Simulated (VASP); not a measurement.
Data:

```
GdN
1.0
    0.00000     2.49000     2.49000
    2.49000     0.00000     2.49000
    2.49000     2.49000     0.00000
Gd N
1 1
Cartesian
  0.00000   0.00000   0.00000
  2.49000   2.49000   2.49000
```

All values below come from vdW-DF2, VASP's PBE PAW potentials (set 64) (plane waves; VASP 6.6.1). Numerical set-up: 520 eV cut-off, 8×8×8 Γ-centred mesh, Gaussian smearing of 0.050 eV, potentials Gd_3 N.

The 4f electrons are frozen in the core of the lanthanide potential, so 4f levels, which can set the real gap, and their magnetism are missing. Energy and stress use the plane-wave basis of the starting cell.

The ions, cell shape and volume are relaxed. Predict the relaxed structure.

```
GdN
1.0
    0.00000     2.53639     2.53639
    2.53639     0.00000     2.53639
    2.53639     2.53639     0.00000
Gd N
1 1
Cartesian
  0.00000   0.00000   0.00000
  2.53639   2.53639   2.53639
```
Space group Fm-3m (225), at a tolerance of 0.03 Å.

How do energy and volume change from the first to the last step?

The energy (σ→0) changes by -23.7 meV/atom and the volume by +5.7 %, in 4 ionic steps.

The compound is GdN in the rock salt structure. This run relaxes it. Symmetry was kept, so distortions that lower it aren't found.
